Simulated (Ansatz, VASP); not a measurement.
# Cd2SeS: VASP beside Ansatz, part 2 of 2

Wanted: the spread between two codes on one cell, functional and k mesh. The cell is taken from a series of runs on this material, whose earlier steps may have relaxed, scaled, displaced or heated it; both programs get it as it stands.

VASP 6.6.1 and Ansatz 0.2.0.

So far: Starting point; VASP: relaxation of cell and atoms, PBEsol with D3(BJ).

### Step 3. Ansatz: relaxation of cell and atoms, PBEsol with D3(BJ)

Level of this step: Ansatz beside VASP: Kohn-Sham DFT, plane waves, PBEsol with D3(BJ) (Ansatz).

Ansatz runs on its default PAW (the set named soft_2) files.

The same cell, functional, mesh and smearing now go to Ansatz, which takes its cutoff from its data sets.

Input file input.yaml:

```yaml
crystal:
  lattice:
    - [4.1649993141, 0.0, 0.0]
    - [-2.082499657, 3.6069952127, 0.0]
    - [0.0, 0.0, 6.8095140814]
  atoms:
    - { symbol: Cd, position: [0.0, 0.0, 0.4882339107] }
    - { symbol: Cd, position: [0.3333333333, 0.6666666667, 0.010944109] }
    - { symbol: Se, position: [0.3333333333, 0.6666666667, 0.6274700688] }
    - { symbol: S, position: [0.0, 0.0, 0.1213509115] }
kpoints:
  mp_grid: { grid: [9, 9, 4] }
hamiltonian:
  xc: pbesol
  dispersion: d3bj
scf:
  occupations: { method: gaussian, width: 0.02 }
output:
  forces: true
  stress: true
  eigenvalues: true
relax:
  adjacent_minimum: "off"
  f_tol: 0.005
  max_steps: 80
  cell: { stress_tol: 0.05 }
```

Launch:

```console
> ansatz run input.yaml --threads 2 --pin off --max-ram 5120MiB --backend cpu --events-out ev --progress --plain --runs-dir out
```

Numbers of over 12 decimals in the logs are rounded to 6 here.

Log:

```text
Engine: ansatz 0.2.0, x86_64-unknown-linux-gnu
Pseudopotentials: kind: paw
Pseudopotential: Cd, paw, valence charge 20, recommended cutoff 420 eV (normal), Cd.paw.azcp
Pseudopotential: Se, paw, valence charge 16, recommended cutoff 420 eV (normal), Se.paw.azcp
Pseudopotential: S, paw, valence charge 6, recommended cutoff 420 eV (normal), S.paw.azcp
Functional definition: PBEsol
  exchange = pbesol_x
  correlation = pbesol_c
Crystal: 4 atoms, lattice volume = 102.300 Å³
Basis set: ecut = 420 eV, 1985 PW (Γ), exchange–correlation on 60×60×96 points (8 copies of the dense FFT grid, shifted against one another)
Bands: 38, of which v1, the nominal top of the filled ones, is band 31 counted from 1 (30 counted from 0)
Symmetry: 6 space group operations
Space group: P3m1 (ITA 156), of the structure as read, at distance tolerance 4.7e-5 Å
k-points: 43 of 324 (time reversal used)
Non-local potential: Cd, projectors of the file, l = 0: 3, l = 1: 2, l = 2: 2, l = 3: 1
Non-local potential: Se, projectors of the file, l = 0: 2, l = 1: 2, l = 2: 3, l = 3: 1
Non-local potential: S, projectors of the file, l = 0: 2, l = 1: 2, l = 2: 2
PAW form: soft (Blöchl's): semilocal exchange-correlation on the pseudo side does not see the compensation charge
PAW frozen core: Cd, regenerated for the run's functional, and the local potential with it (the file was generated under x = pbe(κ = 0.804, μ = 0.219515), c = pbe(β = 0.066725))
PAW frozen core: Se, regenerated for the run's functional, and the local potential with it (the file was generated under x = pbe(κ = 0.804, μ = 0.219515), c = pbe(β = 0.066725))
PAW frozen core: S, regenerated for the run's functional, and the local potential with it (the file was generated under x = pbe(κ = 0.804, μ = 0.219515), c = pbe(β = 0.066725))
PAW one-centre angular grid: Cd, 590 points (default); XC on 64 Gauss nodes
PAW one-centre angular grid: Se, 590 points (default); XC on 64 Gauss nodes
PAW one-centre angular grid: S, 110 points (default); XC on 64 Gauss nodes
Initial density: superposition of atomic densities (neutral atoms: chi_scale 0, normalization atom), corrected by the library's trained network
Initial wavefunctions: pseudopotential atomic-orbital guess
Functional: x = pbesol(κ = 0.804, μ = 0.123457), c = pbesol(β = 0.046)
SCF iter   1: F=—  HF=-22680.766249 eV  |F-HF|=—  |Δ(HF+E_count)|=         —  Δρ=4.76e-3  dr2=2.95e-2  ethr=1.77e-3  ⟨swp⟩=6.4  Hψ=6414  notcnv=0
preconditioner: auto → Resta (q_TF=auto, 2.510 Å⁻¹)  ε∞=4.4  [insulator: Δε(μ)=0.690 eV  Ē_g=11.920 eV  σ=0.020 eV  W_gap=1.00  n_scr=22 (ndim 8)  ℏωp=22.0 eV  f_vac=0.156  D(μ)=0.00/eV (n_scr^D=0)  ε∞_Penn≈4.4]
SCF iter   2: F=—  HF=-22680.759048 eV  |F-HF|=—  |Δ(HF+E_count)|=   7.20e-3  Δρ=1.81e-3  dr2=5.16e-3  ethr=4.76e-5  ⟨swp⟩=3.0  Hψ=3165  notcnv=0  defer=88
SCF iter   3: F=—  HF=-22680.757869 eV  |F-HF|=—  |Δ(HF+E_count)|=   1.18e-3  Δρ=5.01e-4  dr2=3.53e-4  ethr=8.32e-6  ⟨swp⟩=2.0  Hψ=2477  notcnv=0  defer=88
SCF iter   4: F=—  HF=-22680.757931 eV  |F-HF|=—  |Δ(HF+E_count)|=   6.22e-5  Δρ=1.92e-4  dr2=5.54e-5  ethr=5.70e-7  ⟨swp⟩=2.0  Hψ=2069  notcnv=0  defer=88
SCF iter   5: F=—  HF=-22680.757950 eV  |F-HF|=—  |Δ(HF+E_count)|=   1.83e-5  Δρ=6.01e-5  dr2=5.98e-6  ethr=8.93e-8  ⟨swp⟩=2.0  Hψ=2535  notcnv=0  defer=88
SCF iter   6: F=—  HF=-22680.757958 eV  |F-HF|=—  |Δ(HF+E_count)|=   8.51e-6  Δρ=2.98e-5  dr2=1.06e-6  ethr=9.65e-9  ⟨swp⟩=2.0  Hψ=2535  notcnv=0  defer=88
SCF iter   7: F=—  HF=-22680.757959 eV  |F-HF|=—  |Δ(HF+E_count)|=   6.27e-7  Δρ=1.01e-5  dr2=1.18e-7  ethr=1.71e-9  ⟨swp⟩=2.4  Hψ=2608  notcnv=0  defer=88
SCF iter   8: F=-22680.757959 eV  HF=-22680.757959 eV  |F-HF|=1.74e-8  |Δ(HF+E_count)|=   3.20e-7  Δρ=2.48e-6  dr2=8.46e-9  ethr=1.61e-10  ⟨swp⟩=8.0  Hψ=6764  notcnv=0
SCF 1 converged in 8 iterations: F = -22680.757959 eV  dr2 = 8.46e-9
  greatest PAW one-centre occupation: 1.000 electrons in one spin orbital (limit 2), on the Cd atom at site 0 (counted from 0), in its partial waves of l = 0
relax step   1: F+E_penalty+E_count = -22680.75795910 eV  Δ(F+E_penalty+E_count) = +0.000e0 eV  max|allowed force component| = 7.021e-4 eV/Å  Δτ_max = 0.0000 Å  P = -0.001 GPa  Ω = 102.300 Å³  (8 SCF iters, dr2 threshold 1.00e-7 eV, accepted)
Initial density: handed on by an earlier stage of this run
Initial wavefunctions: pseudopotential atomic-orbital guess (no wavefunctions were taken with the density)
iter 1 solved again at ethr=1.16e-7 eV; its pass at ethr=3.10e-3 eV (dr2=7.19e-5 eV) is discarded
SCF iter   1: F=—  HF=-22680.757971 eV  |F-HF|=—  |Δ(HF+E_count)|=         —  Δρ=2.63e-6  dr2=9.03e-9  ethr=1.16e-7  ⟨swp⟩=3.0  Hψ=10689  notcnv=0
eigensolver tolerance schedule: the retry pair's looser diagonalisation over-reported the residual by 7963.99 of it (diagonalisation noise at 0.42 of the residual, at the tolerance the schedule requests for it); recorded, not acted on — ethr = c·dr2/N_el stays at c = 1.0e-1
preconditioner: auto → Resta (q_TF=auto, 2.510 Å⁻¹)  ε∞=4.4  [insulator: Δε(μ)=0.725 eV  Ē_g=11.957 eV  σ=0.020 eV  W_gap=1.00  n_scr=22 (ndim 8)  ℏωp=22.0 eV  f_vac=0.147  D(μ)=0.00/eV (n_scr^D=0)  ε∞_Penn≈4.4]
SCF iter   2: F=—  HF=-22680.757959 eV  |F-HF|=—  |Δ(HF+E_count)|=   1.16e-5  Δρ=1.65e-6  dr2=4.19e-9  ethr=1.46e-11  ⟨swp⟩=2.3  Hψ=3067  notcnv=0
SCF iter   3: F=—  HF=-22680.757959 eV  |F-HF|=—  |Δ(HF+E_count)|=   9.71e-9  Δρ=6.85e-7  dr2=7.20e-10  ethr=6.76e-12  ⟨swp⟩=2.0  Hψ=2330  notcnv=0
SCF iter   4: F=—  HF=-22680.757959 eV  |F-HF|=—  |Δ(HF+E_count)|=   1.20e-9  Δρ=3.32e-7  dr2=6.99e-11  ethr=1.16e-12  ⟨swp⟩=2.0  Hψ=2439  notcnv=0
SCF iter   5: F=-22680.757959 eV  HF=-22680.757959 eV  |F-HF|=3.64e-12  |Δ(HF+E_count)|=  2.55e-11  Δρ=1.06e-7  dr2=1.11e-11  ethr=1.00e-12  ⟨swp⟩=4.0  Hψ=5442  notcnv=0
SCF 2 converged in 5 iterations: F = -22680.757959 eV  dr2 = 1.11e-11
relax step   2: F+E_penalty+E_count = -22680.75795911 eV  Δ(F+E_penalty+E_count) = -3.052e-9 eV  max|allowed force component| = 7.085e-4 eV/Å  Δτ_max = 0.0000 Å  P = -0.001 GPa  Ω = 102.300 Å³  stress off target by 1.72e-3 GPa  SCF on the basis re-selected at this cell (its energy is not comparable with the rows above)  (5 SCF iters)
basis re-selected at this cell: Δ(F+E_penalty+E_count) = -3.052e-9 eV, ΔP = +0.000 GPa vs the last step (what re-selecting the basis moved, of the pressure what is left beyond the Pulay correction that the steps carried, after the strain that the cell walked since its last selection, with what the two solves' SCF thresholds leave and, on support functions, any second-order correction that the steps lacked; it is no m [...]
SCF converged after 5 iterations
Free energy (F): -22680.757959 eV
Harris-Foulkes:  -22680.757959 eV  (|F-HF|=3.64e-12)
Internal energy: -22680.757959 eV  (E = F + TS)
E sigma→0 (E₀):  -22680.757959 eV
Fermi energy:    8.065509 eV
--- Per-component energies (eV) ---
  E_band       = -1378.499487
  E_kinetic    = 1236.432395
  E_local      = -10460.759369  (includes V_loc(G=0)·N_el)
  E_nonlocal   = -490.861999
  E_hartree    = 4915.355101
  E_xc         = -550.673612
  E_vxc        = -627.963639  (∫ρ·V_xc dr)
  E_paw        = -10479.704338  (= ΣΔE_a)
  E_vpaw       = -866.056645  (= ΣTr[D̂ρ^β])
  E_aug_tail   = -0.000536  (compensation charges beyond the density's cutoff)
  E_ewald      = -6851.128073
  E_disp       = -1.171845  (pairwise vdW)
  E_core_change = 1.754319  (= ΣΔE_core)
  E_smearing   = -0.000000  (= −TS)
  E_closure    = 0.000000  (closes the sum)
  Σ components = -22680.757959   (vs F -22680.757959, Δ=0.00e0)
--- Forces (eV/Å), atoms counted from 1 ---
  atom   1  Cd    -0.00000000    -0.00000000     0.00016833
  atom   2  Cd     0.00000000     0.00000000     0.00049507
  atom   3  Se     0.00000000     0.00000000     0.00004461
  atom   4  S     -0.00000000    -0.00000000    -0.00070871
  max |Σ_I F_I| component: 7.06e-7 eV/Å
--- Stress (GPa, compression-positive) ---
       -0.000247       0.000000       0.000000
        0.000000      -0.000247      -0.000000
        0.000000      -0.000000      -0.001725
  P = ⅓ Tr σ = -0.0007 GPa (-0.007 kbar)
--- Band table (eV; the first three rows and the last of 43) ---
  k-point 0: bands = [... 27 lower, 6.6684, 7.4901, 7.7027, 7.7027, 8.4280, 10.0685, 13.6544, 13.6544, ... 3 higher]
  k-point 1: bands = [... 27 lower, 6.7478, 6.7478, 7.6056, 7.6056, 9.4003, 10.1734, 13.4494, 13.7289, ... 3 higher]
  k-point 2: bands = [... 27 lower, 6.8502, 6.8502, 7.4858, 7.4858, 9.9789, 10.3443, 13.2333, 13.7924, ... 3 higher]
  k-point 42: bands = [... 27 lower, 4.7515, 5.1620, 6.2137, 6.5106, 11.5812, 11.5994, 13.1336, 13.4725, ... 3 higher]
--- Relaxed structure (1 steps of the walk, 1 accepted, 1 SCFs on fresh bases) ---
  F+E_penalty+E_count = -22680.75795911 eV   max|allowed force component| = 7.085e-4 eV/Å   (the final SCF, on the basis selected at the relaxed cell)
  cell:  # Å, volume = 102.3002 Å³
    - [4.164999, -2.8867437496703582e-11, 0.0]
    - [-2.082500, 3.606995, 0.0]
    - [0.0, 0.0, 6.8095140814]
  atoms:
    - { symbol: Cd, position: [0, -2.775557561562891e-17, 0.488234] }
    - { symbol: Cd, position: [0.333333, 0.666667, 0.010944] }
    - { symbol: Se, position: [0.333333, 0.666667, 0.627470] }
    - { symbol: S, position: [0, -2.775557561562891e-17, 0.121351] }
```

In the SCF lines HF is the Harris–Foulkes energy and dr2 the Hartree energy of the density residual, in eV; the loop may stop once dr2 is under the threshold and the program's other checks hold. Hψ counts applications of the Hamiltonian.

### Step 4. Differences

Known differences besides the potentials themselves: the data sets hold 62 valence electrons in Ansatz (on its default PAW (the set named soft_2) files) and 36 in VASP; the cutoff is 420 eV in Ansatz and 500 eV in VASP; Ansatz makes its cores anew for this functional, VASP keeps those of its PBE data sets; Ansatz adds a Pulay correction to the stress that steers its cell, VASP none. Total energies have different zeros and are not compared.

Compared:

```tsv
quantity	Ansatz	VASP	difference
volume (Å³)	102.30	102.99	-0.67 %
edge a after relaxation, in the typed setting (Å)	4.165	4.174	-0.23 %
edge c after relaxation, in the typed setting (Å)	6.809	6.825	-0.23 %
```

### Step 5. Ansatz: zone-centre phonons, PBEsol with D3(BJ)

Second derivatives magnify differences that forces hide, and they need a tight electronic threshold.

The cell is taken from a series of runs on this material, whose earlier steps may have relaxed, scaled, displaced or heated it; both programs get it as it stands.

input.yaml, the sections that differ from step 3:

```yaml
scf:
  occupations: { method: fixed }
output:
  eigenvalues: true
phonons:
  method: dfpt
  dielectric: true
  rigid_motions: translations
# crystal, kpoints, hamiltonian: as in step 3
# relax: removed
```

Log:

```text
[...]
Crystal: 4 atoms, lattice volume = 102.300 Å³
Basis set: ecut = 420 eV, 1985 PW (Γ), exchange–correlation on 60×60×96 points (8 copies of the dense FFT grid, shifted against one another)
Bands: 38, of which v1, the nominal top of the filled ones, is band 31 counted from 1 (30 counted from 0)
Symmetry: 6 space group operations
k-points: 95 of 324 (irreducible under 2 space group operations, time reversal used)
[...]
optical modes at Γ + LO–TO along q̂ = [1.0000, 0.0000, 0.0000]:
      ω (cm⁻¹)  modes    IR ((D/Å)²/amu)
[...]
optical modes at Γ + LO–TO along q̂ = [0.0000, 1.0000, 0.0000]:
      ω (cm⁻¹)  modes    IR ((D/Å)²/amu)
[...]
optical modes at Γ + LO–TO along q̂ = [0.0000, 0.0000, 1.0000]:
      ω (cm⁻¹)  modes    IR ((D/Å)²/amu)
[...]
185.51      2             4.8819
        205.78      1             2.1194
        245.71      2             7.8521
        296.81      1             5.0801
[key lines of the parts left out:]
SCF converged after 10 iterations
Free energy (F): -22680.757959 eV
Fermi energy:    7.702673 eV
```

### Step 6. VASP: zone-centre phonons, PBEsol with D3(BJ)

The same cell, functional and mesh now go to VASP, with its own data sets.

Input file INCAR:

```
SYSTEM = Cd2SeS
PREC = Accurate
ENCUT = 500
EDIFF = 1E-08
NELM = 120
ISMEAR = 0
SIGMA = 0.01
LREAL = .FALSE.
ALGO = Normal
GGA = PS
IVDW = 12
NBANDS = 24
LORBIT = 11
LWAVE = .FALSE.
LCHARG = .FALSE.
ISIF = 2
IBRION = 6
NFREE = 2
POTIM = 0.015
NSW = 1
LASPH = .TRUE.
GGA_COMPAT = .FALSE.
EFERMI = MIDGAP
KPAR = 2
```

Input file POSCAR:

```
Cd2SeS
1.0
    4.1649993141      0.0000000000      0.0000000000
   -2.0824996570      3.6069952127      0.0000000000
    0.0000000000      0.0000000000      6.8095140814
Cd Se S
2 1 1
Direct
    0.0000000000      0.0000000000      0.4882339107
    0.3333333333      0.6666666667      0.0109441090
    0.3333333333      0.6666666667      0.6274700688
    0.0000000000      0.0000000000      0.1213509115
```

Input file KPOINTS:

```
Automatic mesh
0
Gamma
9 9 4
0 0 0
```

PAW data sets: Cd, Se and S (PBE family, release 64).

Launch:

```console
> mpirun -np 2 vasp_std
```

Log:

```text
[banner, memory and clock lines left out]
running    2 mpi-ranks, on    1 nodes
[...]
[... a notice as in an earlier step ...]

 LDA part: xc-table for (Slater+PW92), standard interpolation
 POSCAR, INCAR and KPOINTS ok, starting setup
[...]
entering main loop
       N       E                     dE             d eps       ncg     rms          rms(c)
DAV:   1     0.228362164386E+03    0.22836E+03   -0.16853E+04  2064   0.132E+03
DAV:   2    -0.301338736165E+01   -0.23138E+03   -0.22507E+03  2408   0.327E+02
DAV:   3    -0.137338694345E+02   -0.10720E+02   -0.10689E+02  2544   0.713E+01
DAV:   4    -0.138152630140E+02   -0.81394E-01   -0.81373E-01  2376   0.621E+00
[...]
DAV:  16    -0.129352691742E+02    0.10221E-07   -0.86597E-08  2544   0.289E-03    0.565E-04
DAV:  17    -0.129352691612E+02    0.13002E-07   -0.20154E-08  2080   0.915E-04    0.328E-04
DAV:  18    -0.129352691667E+02   -0.54551E-08   -0.90304E-10  1296   0.191E-04
   1 F= -.14106794E+02 E0= -.14106794E+02  d E =0.000000E+00
[... from here on, the cycles between the ionic steps are left out ...]
   2 F= -.14106146E+02 E0= -.14106146E+02  d E =0.000000E+00
   3 F= -.14106146E+02 E0= -.14106146E+02  d E =0.000000E+00
   9 F= -.14106082E+02 E0= -.14106082E+02  d E =0.000000E+00
  10 F= -.14106076E+02 E0= -.14106076E+02  d E =0.000000E+00
  11 F= -.14106076E+02 E0= -.14106076E+02  d E =0.000000E+00
  12 F= -.14105966E+02 E0= -.14105966E+02  d E =0.000000E+00
  13 F= -.14105767E+02 E0= -.14105767E+02  d E =0.000000E+00
  14 F= -.14106133E+02 E0= -.14106133E+02  d E =0.000000E+00
  15 F= -.14106133E+02 E0= -.14106133E+02  d E =0.000000E+00
  16 F= -.14105808E+02 E0= -.14105808E+02  d E =0.000000E+00
  17 F= -.14106007E+02 E0= -.14106007E+02  d E =0.000000E+00
 Finite differences progress:
  Degree of freedom:   8/  8
  Displacement:        2/  2
  Total:              16/ 16
```

OUTCAR, selected parts (step 6):

```text
 Edisp (eV)   -1.17153

 Edisp (eV)   -1.17151

  Total       0.32696     0.32696     0.13035     0.00000     0.00000    -0.00000
  in kB       5.12075     5.12075     2.04143     0.00000     0.00000    -0.00000
  external pressure =        4.09 kB  Pullay stress =        0.00 kB

 POSITION                                       TOTAL-FORCE (eV/Angst)
 -----------------------------------------------------------------------------------
      0.00000      0.00000      3.32464         0.000000     -0.000000     -0.066896
     -0.00000      2.40466      0.07452        -0.000000      0.000000     -0.011794
     -0.00000      2.40466      4.27277        -0.000000     -0.000000     -0.030727
      0.00000      0.00000      0.81134        -0.000000     -0.000000      0.109417
 -----------------------------------------------------------------------------------
    total drift:                                0.000000     -0.000000     -0.000512

  FREE ENERGIE OF THE ION-ELECTRON SYSTEM (eV)
  ---------------------------------------------------
  free  energy   TOTEN  =       -14.1060067457 eV

  energy  without entropy=      -14.1060067457  energy(sigma->0) =      -14.10600675

[... 1 part as in an earlier step ...]

[... 2 further parts left out ...]
[key lines of the parts left out:]
E-fermi :   1.7654
```

The last energy, forces, stress and levels in OUTCAR belong to the last displaced cell, not to the cell of POSCAR.

Levels, forces or a CONTCAR printed for this step are those of its last displaced cell, not of the structure at rest.

### Step 7. Differences

What differs besides the data sets and the points named for the pairs above, as far as they apply: fixed occupations in Ansatz, narrow Gaussian smearing in VASP; the data sets hold 62 valence electrons in Ansatz (on its default PAW (the set named soft_2) files) and 36 in VASP; Ansatz takes the dispersion share of the force constants at frozen C6 weights, VASP differentiates the full forces; VASP uses finite displacements, Ansatz perturbation theory. Total energies have different zeros and are not compared.

Compared:

```tsv
quantity	Ansatz	VASP	difference
optical mode 1 to 2 (cm⁻¹)	33.1	29.8	+3.3
optical mode 3 (cm⁻¹)	131.2	131.8	-0.44 %
optical mode 4 (cm⁻¹)	183.5	186.1	-1.41 %
optical mode 5 to 6 (cm⁻¹)	185.5	188.3	-1.48 %
optical mode 7 to 8 (cm⁻¹)	245.7	249.1	-1.38 %
optical mode 9 (cm⁻¹)	274.7	277.8	-1.12 %
```

Modes are paired by rising frequency, not by their patterns, so a pair may set unlike modes beside each other; they are those without the splitting of longitudinal modes.

### Step 8. Results

```yaml
difference_in_volume_relaxation_of_cell_and_atoms_pbesol_with_d3_bj: -0.67 %
r_m_s_difference_of_the_optical_zone_centre_modes_each_program_s_sorted_by_frequency_zone_centre_phonons_pbesol_with_d3_bj: 2.9 cm⁻¹
difference_in_optical_mode_5_to_6_zone_centre_phonons_pbesol_with_d3_bj: -1.5 %
```

**Reading.** The difference in volume is -0.67 % (relaxation of cell and atoms, PBEsol with D3(BJ)), within the 1.2 % picked in this series as the mark of a large difference, as far as the stopping tolerances let one tell. The data sets hold unlike numbers of valence electrons (62 in Ansatz and 36 in VASP), so part of the differences comes from the potentials. Among the rows given in per cent, the largest difference of the zone-centre phonons, PBEsol with D3(BJ) pair is in optical mode 5 to 6, -1.5 %. 1 further run of this series is not shown here. Such differences can come from data sets, numerical settings and the points named under the comparisons, not from the functional's error against experiment.

[Lines on the potential files, build, host, timing and source positions are cut from VASP's logs without a mark.]

[Logs are printed without paths, hosts, clocks, repeated set-up lines and the standing remarks that a program may print on its own settings, such as how far it seeks lower states.]

[Hosts, paths, dates, database ids (printed as entryN), source tags and the programs' standing remarks are cut or masked in the printed files.]
